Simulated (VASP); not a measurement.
An input for Quantum ESPRESSO's pw.x (written as the equivalent of a VASP run, and not itself run):

```
&CONTROL
  calculation = 'vc-relax'
  pseudo_dir = './pseudo'
  outdir = './out'
  tprnfor = .true.
  tstress = .true.
  nstep = 60
  forc_conv_thr = 0.00078
/
&SYSTEM
  ibrav = 0
  nat = 5
  ntyp = 3
  ecutwfc = 82
  occupations = 'smearing'
  smearing = 'methfessel-paxton'
  degauss = 0.00735
  input_dft = 'pbesol'
/
&ELECTRONS
  conv_thr = 7.3e-08
  electron_maxstep = 100
/
&IONS
/
&CELL
/
ATOMIC_SPECIES
  Nb 92.906 Nb.upf
  C 12.011 C.upf
  S 32.060 S.upf
CELL_PARAMETERS angstrom
     3.2422430   -0.0000000    0.0000000
    -1.6211215    2.8078649    0.0000000
    -0.0000000   -0.0000000    9.2396377
ATOMIC_POSITIONS crystal
  Nb   0.6666670  0.3333330  0.8717500
  Nb   0.3333330  0.6666670  0.1282500
  C    0.0000000  0.0000000  0.0000000
  S    0.6666670  0.3333330  0.3048713
  S    0.3333330  0.6666670  0.6951287
K_POINTS automatic
  10 10 3 0 0 0
```

### Question
Write the VASP files for the same calculation (PBEsol).

### Answer
One answer among several that fit: 
**KPOINTS**
```
Automatic mesh
0
G
10 10 3
0 0 0
```

### INCAR
```
# general
SYSTEM   =  Nb2CS2
PREC     =  Accurate
ENCUT    =  520
LREAL    =  .FALSE.
LASPH    =  .TRUE.

# electronic loop
EDIFF    =  1E-6
NELM     =  100
ALGO     =  Normal
LMAXMIX  =  4

# smearing
ISMEAR   =  1
SIGMA    =  0.1

# functional
GGA      =  PS

# ions
IBRION   =  2
NSW      =  60
ISIF     =  3
EDIFFG   =  -0.02

# output
LWAVE    =  .FALSE.
LCHARG   =  .FALSE.
```

**POSCAR**
```
Nb2CS2
1
    3.2422429908    -0.0000000000     0.0000000000
   -1.6211214954     2.8078648551     0.0000000000
   -0.0000000000    -0.0000000000     9.2396377062
Nb C S
2 1 2
Direct
  0.6666670000   0.3333330000   0.8717499605
  0.3333330000   0.6666670000   0.1282500395
  0.0000000000   0.0000000000   0.0000000000
  0.6666670000   0.3333330000   0.3048712942
  0.3333330000   0.6666670000   0.6951287058
```

POTCAR, in this order: Nb_sv C S (PBE.64 set). Program: vasp_std.

What does not carry over: the potentials are each code's own (VASP's PAW set, PseudoDojo norm-conserving files in pw.x), so ENCUT and ecutwfc are chosen apart and not converted; conv_thr bounds pw.x's estimated SCF error, while EDIFF bounds the energy change between steps; forc_conv_thr acts on force components and is met together with etot_conv_thr.

The structure comes from a computed database's Nb2CS2 entry (P-3m1); how it stands against other phases isn't given here. This run relaxes it. Symmetry was kept, so distortions that lower it aren't found. The start is the result of an earlier pass.
